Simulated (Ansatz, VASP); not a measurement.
# Al2SbP (CuAu-ordered zincblende type (invented)): VASP beside Ansatz

One calculation is typed for both programs; each brings its own data sets. How far apart do they land? The cell is generated by rule, not measured, and may not be a known phase. The cell is taken from a series of runs on this material, whose earlier steps may have relaxed, scaled, displaced or heated it; both programs get it as it stands.

Calculated with Ansatz 0.2.0; plane waves, with VASP 6.6.1 beside it; zone-centre phonons at LDA.

### 1. The structure

The structure is tetragonal, space group P-4m2 (No. 115). Conventional cell: a = 4.071 Å, b = 4.071 Å, c = 5.777 Å, α = 90.00°, β = 90.00°, γ = 90.00°. P has 4 Al at 2.41 Å nearest. Nearest to Sb lie 4 Al at 2.59 Å. Nearest to Al lie 2 P at 2.41 Å and 2 Sb at 2.59 Å. Farther neighbours are not listed.

### 2. Ansatz: zone-centre phonons, LDA, pair 1

Ansatz runs on its default PAW (the set named soft_2) files.

Second derivatives magnify differences that forces hide, and they need a tight electronic threshold.

Input file input.yaml:

```yaml
crystal:
  lattice:
    - [4.0711574223, 0.0, 0.0]
    - [0.0, 4.0711574223, 0.0]
    - [0.0, 0.0, 5.7774493459]
  atoms:
    - { symbol: P, position: [0.0, 0.0, 0.0] }
    - { symbol: Sb, position: [0.5, 0.5, 0.5] }
    - { symbol: Al, position: [0.0, 0.5, 0.222158027] }
    - { symbol: Al, position: [0.5, 0.0, 0.777841973] }
total_charge: 0.4
kpoints:
  mp_grid: { grid: [8, 8, 6] }
hamiltonian:
  xc: lda
scf:
  occupations: { method: fermi_dirac, width: 0.05 }
  n_extra_bands: 10
output:
  eigenvalues: true
phonons:
  method: dfpt
```

Run with:

```sh
$ ansatz run input.yaml --threads 4 --pin off --max-ram 8192MiB --backend cpu --events-out ev --progress --plain --runs-dir out
```

Numbers of over 12 decimals in the logs are rounded to 6 here.

The log of the run:

```text
scf.n_extra_bands = 10 over 13 filled bands (N_el = 25.6): the run solves 23 bands
zone centre: on kpoints.mp_grid the ground state, and the responses unless they are solved on pairs of k-points, stand on 100 of the mesh's 384 k-points, reduced under 4 symmetry operations, with k and −k counted as one. Each operation leaves every solved displacement unchanged or reverses it
Engine: ansatz 0.2.0, aarch64-unknown-linux-gnu
Pseudopotentials: kind: paw
Pseudopotential: P, paw, valence charge 5, recommended cutoff 420 eV (normal), P.paw.azcp
Pseudopotential: Sb, paw, valence charge 15, recommended cutoff 420 eV (normal), Sb.paw.azcp
Pseudopotential: Al, paw, valence charge 3, recommended cutoff 420 eV (normal), Al.paw.azcp
Functional definition: SPW92
  exchange = slater_x
  correlation = pw_c
Crystal: 4 atoms, lattice volume = 95.757 Å³
Basis set: ecut = 420 eV, 1875 PW (Γ), exchange–correlation on 60×60×80 points (8 copies of the dense FFT grid, shifted against one another)
Bands: 23, of which v1, the nominal top of the filled ones, is band 13 counted from 1 (12 counted from 0)
Symmetry: 8 space group operations
k-points: 100 of 384 (irreducible under 4 space group operations, time reversal used)
Non-local potential: P, projectors of the file, l = 0: 2, l = 1: 2, l = 2: 2
Non-local potential: Sb, projectors of the file, l = 0: 2, l = 1: 2, l = 2: 2, l = 3: 2
Non-local potential: Al, projectors of the file, l = 0: 2, l = 1: 2, l = 2: 1
PAW form: soft (Blöchl's): semilocal exchange-correlation on the pseudo side does not see the compensation charge
PAW frozen core: P, regenerated for the run's functional, and the local potential with it (the file was generated under x = pbe(κ = 0.804, μ = 0.219515), c = pbe(β = 0.066725))
PAW frozen core: Sb, regenerated for the run's functional, and the local potential with it (the file was generated under x = pbe(κ = 0.804, μ = 0.219515), c = pbe(β = 0.066725))
PAW frozen core: Al, regenerated for the run's functional, and the local potential with it (the file was generated under x = pbe(κ = 0.804, μ = 0.219515), c = pbe(β = 0.066725))
PAW one-centre angular grid: P, 110 points (default); XC on 64 Gauss nodes
PAW one-centre angular grid: Sb, 590 points (default); XC on 64 Gauss nodes
PAW one-centre angular grid: Al, 110 points (default); XC on 64 Gauss nodes
Initial density: superposition of atomic densities (neutral atoms scaled as one to the charged cell's electrons: chi_scale 0, normalization atom), corrected by the library's trained network
Initial wavefunctions: pseudopotential atomic-orbital guess
Functional: x = slater, c = lda
SCF iter   1: F=—  HF=-8091.409406 eV  |F-HF|=—  |Δ(HF+E_count)|=         —  Δρ=2.30e-2  dr2=9.24e-1  ethr=1.77e-3  ⟨swp⟩=7.8  Hψ=15175  notcnv=0  defer=62
preconditioner: auto → Kerker (q_TF=auto, 2.190 Å⁻¹)  [metal: Δε(μ)=0.042 eV  Ē_g=10.119 eV  σ=0.050 eV  W_gap=0.21  n_scr=20 (ndim 8)  ℏωp=15.0 eV  f_vac=0.001  D(μ)=1.42/eV (n_scr^D=6)]
SCF iter   2: F=—  HF=-8091.143393 eV  |F-HF|=—  |Δ(HF+E_count)|=   2.66e-1  Δρ=9.55e-3  dr2=1.95e-1  ethr=1.77e-3  ⟨swp⟩=2.6  Hψ=5235  notcnv=0  defer=328
SCF iter   3: F=—  HF=-8091.076664 eV  |F-HF|=—  |Δ(HF+E_count)|=   6.67e-2  Δρ=2.32e-3  dr2=1.27e-2  ethr=7.63e-4  ⟨swp⟩=3.6  Hψ=4019  notcnv=0  defer=332
SCF iter   4: F=—  HF=-8091.072057 eV  |F-HF|=—  |Δ(HF+E_count)|=   4.61e-3  Δρ=4.98e-4  dr2=5.51e-4  ethr=4.97e-5  ⟨swp⟩=2.9  Hψ=4332  notcnv=0  defer=336
SCF iter   5: F=—  HF=-8091.071904 eV  |F-HF|=—  |Δ(HF+E_count)|=   1.53e-4  Δρ=1.53e-4  dr2=4.60e-5  ethr=2.15e-6  ⟨swp⟩=2.3  Hψ=2738  notcnv=0  defer=336
SCF iter   6: F=—  HF=-8091.071893 eV  |F-HF|=—  |Δ(HF+E_count)|=   1.03e-5  Δρ=3.84e-5  dr2=4.26e-6  ethr=1.80e-7  ⟨swp⟩=2.5  Hψ=3303  notcnv=0  defer=336
SCF iter   7: F=—  HF=-8091.071892 eV  |F-HF|=—  |Δ(HF+E_count)|=   1.08e-6  Δρ=1.53e-5  dr2=7.21e-7  ethr=1.66e-8  ⟨swp⟩=2.5  Hψ=2669  notcnv=0  defer=336
SCF iter   8: F=—  HF=-8091.071892 eV  |F-HF|=—  |Δ(HF+E_count)|=   1.73e-7  Δρ=5.38e-6  dr2=6.21e-8  ethr=2.82e-9  ⟨swp⟩=2.3  Hψ=2811  notcnv=0  defer=336
SCF iter   9: F=—  HF=-8091.071892 eV  |F-HF|=—  |Δ(HF+E_count)|=   5.62e-9  Δρ=1.83e-6  dr2=4.52e-9  ethr=2.42e-10  ⟨swp⟩=2.2  Hψ=2839  notcnv=0  defer=336
SCF iter  10: F=—  HF=-8091.071892 eV  |F-HF|=—  |Δ(HF+E_count)|=  8.93e-10  Δρ=3.44e-7  dr2=1.57e-10  ethr=1.77e-11  ⟨swp⟩=2.9  Hψ=3604  notcnv=0  defer=336
SCF iter  11: F=-8091.071892 eV  HF=-8091.071892 eV  |F-HF|=0.00e0  |Δ(HF+E_count)|=  4.73e-11  Δρ=5.73e-8  dr2=3.72e-12  ethr=1.00e-12  ⟨swp⟩=13.7  Hψ=15486  notcnv=0
SCF 1 converged in 11 iterations: F = -8091.071892 eV  dr2 = 3.72e-12
  greatest PAW one-centre occupation: 0.998 electrons in one spin orbital (limit 2), on the Sb atom at site 1 (counted from 0), in its partial waves of l = 2
DFPT response loops at Γ: preconditioner auto → Kerker (q_TF=auto, 2.190 Å⁻¹) (partly filled bands, converged f_vac=0.000); β = 1.00, the filter's whole step (`scf.mixing.beta` (0.50) is not read by the response loops under this deck's `scf.mixing.preconditioner`; to damp them name `kerker` or `kerker_dos`, under which they read `scf.mixing.beta`, and type it under 1.00, their step now; both keys bind the ground state too); Broyden in place of MSR1
SCF converged after 11 iterations
Free energy (F): -8091.071892 eV
Harris-Foulkes:  -8091.071892 eV  (|F-HF|=0.00e0)
Internal energy: -8091.060915 eV  (E = F + TS)
E sigma→0 (E₀):  -8091.066404 eV
Entropy (-TS):   -0.010977 eV (-2.744 meV/atom)
Fermi energy:    5.551336 eV
--- Per-component energies (eV) ---
  E_band       = -203.011915
  E_kinetic    = 320.839802
  E_local      = -2140.756034  (includes V_loc(G=0)·N_el)
  E_nonlocal   = 424.313354
  E_hartree    = 959.453040
  E_xc         = -273.662814
  E_vxc        = -211.650000  (∫ρ·V_xc dr)
  E_paw        = -5854.797553  (= ΣΔE_a)
  E_vpaw       = -514.665106  (= ΣTr[D̂ρ^β])
  E_aug_tail   = -0.000006  (compensation charges beyond the density's cutoff)
  E_ewald      = -1527.238312
  E_core_change = 0.787608  (= ΣΔE_core)
  E_smearing   = -0.010977  (= −TS)
  E_closure    = -0.000000  (closes the sum)
  E_deformation_potential = 4.965317  (in the stress; not in F)
  Σ components = -8091.071892   (vs F -8091.071892, Δ=0.00e0)
--- Band table (eV; the first three rows and the last of 100) ---
  k-point 0: bands = [... 9 lower, 3.4080, 5.7457, 5.9734, 5.9734, 6.7687, 7.5741, 8.5665, 9.6518, ... 6 higher]
  k-point 1: bands = [... 9 lower, 3.4798, 5.0402, 5.7406, 5.7406, 7.0456, 7.7387, 9.0711, 9.5203, ... 6 higher]
  k-point 2: bands = [... 9 lower, 3.6591, 3.8803, 5.2963, 5.2963, 7.4075, 8.0643, 9.0685, 9.9808, ... 6 higher]
  k-point 99: bands = [... 9 lower, 2.6198, 2.6198, 2.9185, 3.0018, 9.8607, 9.9544, 10.8069, 10.8069, ... 6 higher]
--- Phonons (Γ-DFPT): 7 representative perturbations + reference, on 100 of 384 k-points (Σ response iterations 21) ---
  k mesh reduced under 4 symmetry operations, with k and −k counted as one. Each operation leaves every solved displacement unchanged or reverses it
  ASR residual: 2.506e-5 → 0.000e0 eV/Å²; symmetrization residual: 1.724e-5 eV/Å²
  ASR residual per site (eV/Å²): 3.86e-6 2.51e-5 1.06e-5 1.06e-5
  Γ frequencies (cm⁻¹): 0.00 0.00 0.00 90.02 90.02 216.53 303.51 303.51 346.84 363.34 374.65 374.65
  non-analytic LO–TO correction: not included (Born effective charges unavailable; polar crystals: no LO–TO splitting at Γ)
```

(Part 1 of 3 ends here.)

[Lines on the potential files, build, host, timing and source positions are cut from VASP's logs without a mark.]

[Logs are printed without paths, hosts, clocks, repeated set-up lines and the standing remarks that a program may print on its own settings, such as how far it seeks lower states.]

[Hosts, paths, dates, database ids (printed as entryN), source tags and the programs' standing remarks are cut or masked in the printed files.]
